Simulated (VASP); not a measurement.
Data:

```
CELL_PARAMETERS angstrom
      0.00000     3.06359     3.06359
      3.06359     0.00000     3.06359
      3.06359     3.06359     0.00000
ATOMIC_POSITIONS crystal
  Ga 0.00000 0.00000 0.00000
  Sb 0.25000 0.25000 0.25000
```

All values below come from r2SCAN meta-GGA, VASP's PBE PAW potentials (set 64) (plane waves; VASP 6.6.1). Numerical set-up: 480 eV cut-off, 8×8×8 Γ-centred mesh, Gaussian smearing of 0.050 eV, potentials Ga_d Sb.

Unless said otherwise, spin-orbit coupling is left out, though it shifts the bands of the heavy elements here.

Problem. What does the run give for the energy per atom (σ→0), band gap (on the k-mesh) with the smallest direct gap where there is one?

Solution. 
| Quantity | Value |
|---|---|
| band gap (on the k-mesh) | 0.42 eV |
| smallest direct gap (on the k-mesh) | 0.42 eV |
| energy per atom (σ→0) | -18.800 eV/atom |

Only differences to runs with the same potentials and settings are physical.

The compound is GaSb in the zinc blende structure. It was relaxed first.
